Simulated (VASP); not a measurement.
These are optB88-vdW, VASP's PBE PAW potentials (set 64) (plane waves; VASP) values and carry that method's errors.

A VASP calculation is set up with these files.

### KPOINTS
```
Regular mesh
0
G
10 10 10
```

File POSCAR:
```
GaN
1
    0.0000000000     2.2238500987     2.2238500987
    2.2238500987     0.0000000000     2.2238500987
    2.2238500987     2.2238500987     0.0000000000
Ga N
1 1
Direct
  0.0000000000   0.0000000000   0.0000000000
  0.2500000000   0.2500000000   0.2500000000
```

INCAR:
```
SYSTEM = GaN
PREC = Accurate; ENCUT = 520; LREAL = .False.
LASPH = .True.
EDIFF = 1E-7; NELM = 100; ALGO = Normal
LMAXMIX = 4
ISMEAR = 0; SIGMA = 0.05
GGA = BO; LUSE_VDW = .True.; AGGAC = 0.0
PARAM1 = 0.1833333333; PARAM2 = 0.22
ISIF = 2
LWAVE = .False.; LCHARG = .False.
```

POTCAR, in this order: Ga_d N (PBE.64 set). Program: vasp_std.

Output of the run:

File OUTCAR:
```
 ion  position               nearest neighbor table
   1  0.000  0.000  0.000-   2 1.93   2 1.93   2 1.93   2 1.93
   2  0.250  0.250  0.250-   1 1.93   1 1.93   1 1.93   1 1.93
  LATTYP: Found a face centered cubic cell.
 ALAT       =     4.4477001974
 Subroutine PRICEL returns:
 Original cell was already a primitive cell.
 Subroutine GETGRP returns: Found 24 space group operations
The static configuration has the point symmetry T_d .
The dynamic configuration has the point symmetry T_d .
 Subroutine INISYM returns: Found 24 space group operations
 Subroutine IBZKPT returns following result:
 Found     47 irreducible k-points:

 Following reciprocal coordinates:
            Coordinates               Weight
  0.000000  0.000000  0.000000      1.000000
  0.100000  0.000000  0.000000      8.000000
  0.200000  0.000000  0.000000      8.000000
  0.300000  0.000000  0.000000      8.000000
  0.400000  0.000000  0.000000      8.000000
  0.500000  0.000000  0.000000      4.000000
  0.100000  0.100000  0.000000      6.000000
  0.200000  0.100000  0.000000     24.000000
  0.300000  0.100000  0.000000     24.000000
  0.400000  0.100000  0.000000     24.000000
  0.500000  0.100000  0.000000     24.000000
 -0.400000  0.100000  0.000000     24.000000
 -0.300000  0.100000  0.000000     24.000000
 -0.200000  0.100000  0.000000     24.000000
 -0.100000  0.100000  0.000000     12.000000
  0.200000  0.200000  0.000000      6.000000
  0.300000  0.200000  0.000000     24.000000
  0.400000  0.200000  0.000000     24.000000
  0.500000  0.200000  0.000000     24.000000
 -0.400000  0.200000  0.000000     24.000000
 -0.300000  0.200000  0.000000     24.000000
 -0.200000  0.200000  0.000000     12.000000
  0.300000  0.300000  0.000000      6.000000
  0.400000  0.300000  0.000000     24.000000
  0.500000  0.300000  0.000000     24.000000
 -0.400000  0.300000  0.000000     24.000000
 -0.300000  0.300000  0.000000     12.000000
  0.400000  0.400000  0.000000      6.000000
  0.500000  0.400000  0.000000     24.000000
 -0.400000  0.400000  0.000000     12.000000
  0.500000  0.500000  0.000000      3.000000
  0.300000  0.200000  0.100000     24.000000
  0.400000  0.200000  0.100000     48.000000
  0.500000  0.200000  0.100000     48.000000
 -0.400000  0.200000  0.100000     24.000000
  0.400000  0.300000  0.100000     24.000000
  0.500000  0.300000  0.100000     48.000000
 -0.400000  0.300000  0.100000     48.000000
 -0.300000  0.300000  0.100000     48.000000
 -0.200000  0.300000  0.100000     24.000000
   k-points           NKPTS =     47   k-points in BZ     NKDIM =     47   number of bands    NBANDS=     13
   number of dos      NEDOS =    301   number of ions     NIONS =      2
   total plane-waves  NPLWV =  13824
   dimension x,y,z NGX =    24 NGY =   24 NGZ =   24
   dimension x,y,z NGXF=    48 NGYF=   48 NGZF=   48
   ions per type =               1   1
   PREC   = accura    normal or accurate (medium, high low for compatibility)
   ISTART =      0    job   : 0-new  1-cont  2-samecut
   ICHARG =      2    charge: 1-file 2-atom 10-const
   ISPIN  =      1    spin polarized calculation?
   LNONCOLLINEAR =      F non collinear calculations
   LSORBIT =      F    spin-orbit coupling
   INIWAV =      1    electr: 0-lowe 1-rand  2-diag
   ENCUT  =  520.0 eV  38.22 Ry    6.18 a.u.   5.85  5.85  5.85*2*pi/ulx,y,z
   NELM   =    100;   NELMIN=  2; NELMDL= -5     # of ELM steps
   EDIFF  = 0.1E-06   stopping-criterion for ELM
   LREAL  =      F    real-space projection
   NLSPLINE    = F    spline interpolate recip. space projectors
   LMAXMIX     =    4 max onsite mixed and CHGCAR
...
```

OSZICAR:
```
       N       E                     dE             d eps       ncg     rms          rms(c)
DAV:   1     0.929565109179E+02    0.92957E+02   -0.99589E+03  1344   0.251E+03
DAV:   2    -0.256536111087E+01   -0.95522E+02   -0.90772E+02  1387   0.359E+02
DAV:   3    -0.956546015916E+01   -0.70001E+01   -0.69604E+01  1372   0.887E+01
DAV:   4    -0.967146648078E+01   -0.10601E+00   -0.10593E+00  1431   0.119E+01
DAV:   5    -0.967312780765E+01   -0.16613E-02   -0.16613E-02  1350   0.137E+00    0.827E+00
DAV:   6    -0.739403345064E+01    0.22791E+01   -0.66074E+00  1853   0.509E+01    0.263E+00
DAV:   7    -0.740494197413E+01   -0.10909E-01   -0.41372E-01  1227   0.876E+00    0.177E+00
DAV:   8    -0.739762160733E+01    0.73204E-02   -0.73314E-02  1433   0.513E+00    0.786E-01
DAV:   9    -0.739232258680E+01    0.52990E-02   -0.25319E-02  1821   0.434E+00    0.189E-01
DAV:  10    -0.739254204572E+01   -0.21946E-03   -0.22509E-03  1476   0.856E-01    0.531E-02
DAV:  11    -0.739246971163E+01    0.72334E-04   -0.37465E-04  1820   0.390E-01    0.195E-02
DAV:  12    -0.739247358030E+01   -0.38687E-05   -0.32286E-05  1292   0.677E-02    0.812E-03
DAV:  13    -0.739247306724E+01    0.51306E-06   -0.17382E-06  1792   0.171E-02    0.270E-03
DAV:  14    -0.739247311300E+01   -0.45763E-07   -0.26445E-07  1257   0.527E-03
   1 F= -.73924731E+01 E0= -.73924731E+01  d E =-.326337E-18
```

File OUTCAR:
```
------------------------ aborting loop because EDIFF is reached ----------------------------------------
  FORCE on cell =-STRESS in cart. coord.  units (eV):
  Direction    XX          YY          ZZ          XY          YZ          ZX
  --------------------------------------------------------------------------------------
  Total        1.6979308      1.6979308      1.6979308      0.0000000     -0.0000000     -0.0000000
  in kB      123.6756052    123.6756052    123.6756052      0.0000000     -0.0000000     -0.0000000
  external PRESSURE =     123.6756052 kB  Pullay stress =       0.0000000 kB
  volume of cell :       22.00
      direct lattice vectors                 reciprocal lattice vectors
     0.000000000  2.223850099  2.223850099    -0.224835298  0.224835298  0.224835298
     2.223850099  0.000000000  2.223850099     0.224835298 -0.224835298  0.224835298
     2.223850099  2.223850099  0.000000000     0.224835298  0.224835298 -0.224835298
  FREE ENERGIE OF THE ION-ELECTRON SYSTEM (eV)
  ---------------------------------------------------
  free  energy   TOTEN  =        -7.3924731130 eV

  energy  without entropy=       -7.3924731130  energy(sigma->0) =       -7.39247311
```
(Selected blocks of OUTCAR.)

The compound is GaN in the zinc blende structure, a metastable form; wurtzite is the usual one. This cell is one point of a volume scan, at 0.94 of the reference volume.
